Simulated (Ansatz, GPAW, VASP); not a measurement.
**Code comparison for CaCl2 (P1, 6 atoms in the cell)**

Self-consistent single point.

```
CaCl2
1.0
    6.31136     0.00000     0.00000
    0.00000     6.46567     0.00000
    0.00000     0.00000     4.17879
Ca Cl
2 4
Direct
  0.49654   0.50450   0.51367
  0.99792   0.00955   0.99174
  0.78012   0.16352   0.51803
  0.21941   0.82151   0.49395
  0.28299   0.32200   0.00196
  0.72301   0.67893   0.98066
```

Shared settings, as Ansatz (a quantum-chemistry and plane-wave program) writes them: kpoints.mp_grid.grid = 3 3 5; scf.occupations.method = fixed. Potentials and cutoffs stand in the table.

```json
[
 {"code": "VASP", "model": "LDA (PZ), VASP's LDA PAW potentials (set 64)", "pressure (GPa)": "-2.85", "largest force (eV/Å)": "0.490", "gap on the mesh (eV)": "5.118", "cutoff": "300 eV"},
 {"code": "GPAW", "model": "LDA (Perdew-Wang 92), GPAW PAW datasets LDA (gpaw-data 1.0.1)", "pressure (GPa)": "-2.61", "largest force (eV/Å)": "0.487", "gap on the mesh (eV)": "5.103", "cutoff": "600 eV"},
 {"code": "Ansatz", "model": "LDA (PW92), PAW files made with PBE", "pressure (GPa)": "-2.70", "largest force (eV/Å)": "0.471", "gap on the mesh (eV)": "5.102", "cutoff": "default"}
]
```

Size of the force on each atom (eV/Å): Sizes of forces hide their directions.

| code | Ca1 | Ca2 | Cl3 | Cl4 | Cl5 | Cl6 |
|---|---|---|---|---|---|---|
| VASP | 0.334 | 0.485 | 0.490 | 0.202 | 0.194 | 0.325 |
| GPAW | 0.335 | 0.484 | 0.487 | 0.203 | 0.195 | 0.324 |
| Ansatz | 0.320 | 0.471 | 0.470 | 0.202 | 0.196 | 0.320 |

Gaps are read on the mesh.

The spread over the programs that give each value: pressure within 0.24 GPa; largest force within 0.019 eV/Å; gap on the mesh within 0.016 eV.

Ansatz's pressure is given at a fixed set of plane waves, as the other plane-wave codes print theirs. The same LDA comes in different parametrisations, which differ slightly.

VASP's run is marked for a possible Pulay error in its stress at this cutoff; no cutoff test was made.

VASP ran the fixed occupations as a Gaussian smearing of 0.01 eV.

The starting cell comes from a database of computed structures (which also holds hypothetical and non-ambient phases and stackings), without a prior relaxation at this level. Its atoms were displaced at random from the sites of space group no. 58.

Left out of this page: Quantum ESPRESSO, ABINIT, CP2K and SIESTA (not drawn, or without a comparable value).

Keys are those of Ansatz 0.2.
